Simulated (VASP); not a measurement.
Crystal: Sc.

```
CELL_PARAMETERS angstrom
3.30900 0.00000 0.00000
-1.65450 2.86568 0.00000
0.00000 0.00000 5.27330
ATOMIC_POSITIONS crystal
Sc 0.33333 0.66667 0.25000
Sc 0.66667 0.33333 0.75000
```

Base run:

```yaml
Program: VASP 6.6.1
Functional: PBEsol
Potentials_or_basis: VASP PAW PBE potentials, release 64 (Sc_sv)
Cutoff: 600 eV
k_mesh: 11 × 11 × 6
Occupations: fermi-dirac, width 0.05 eV
Spin: no spin polarisation
```

Its results: band gap on the k mesh none (metal or under the smearing width); pressure -2.8 GPa.

Problem. After a change of settings the same cell gave: band gap on the k mesh none (metal or under the smearing width); pressure 0.1 GPa. Which change was it?
A. cutoff from 600 eV to 700 eV
B. functional from PBEsol to r2SCAN; cutoff from 600 eV to 520 eV
C. cutoff from 600 eV to 520 eV; k mesh from 11 × 11 × 6 to 16 × 16 × 9

Solution. B.

Caveats: the PAW data sets were made with another functional, which shifts forces and pressure a little.

Runs at the PBE level aren't shown here.
